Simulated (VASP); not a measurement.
Energy against volume of SiC (wurtzite). Computed with vdW-DF2, VASP's PBE PAW potentials (set 64) (plane waves; VASP). Run with 520 eV cut-off, 8×8×5 Γ-centred mesh, Gaussian smearing of 0.050 eV, potentials Si C.

Shape and ions are relaxed at each volume.

```tsv
V (Å³/atom)	E (eV/atom)
10.191	-5.77858
10.516	-5.79821
10.842	-5.80433
11.167	-5.79881
```

Task: Fit these four points and predict the energy of the run at 11.492 Å³/atom.

Result: A cubic in V^(−2/3), the third-order Birch-Murnaghan form, passes through the four points with V0 = 10.84 Å³/atom and B0 = 190 GPa, and gives -5.7833 eV/atom there. The run gave -5.7833 eV/atom, -0.0 meV/atom from the fit; all five points give B0 = 190 GPa.

The compound is SiC in the wurtzite structure, the rare 2H polytype. It was relaxed first.
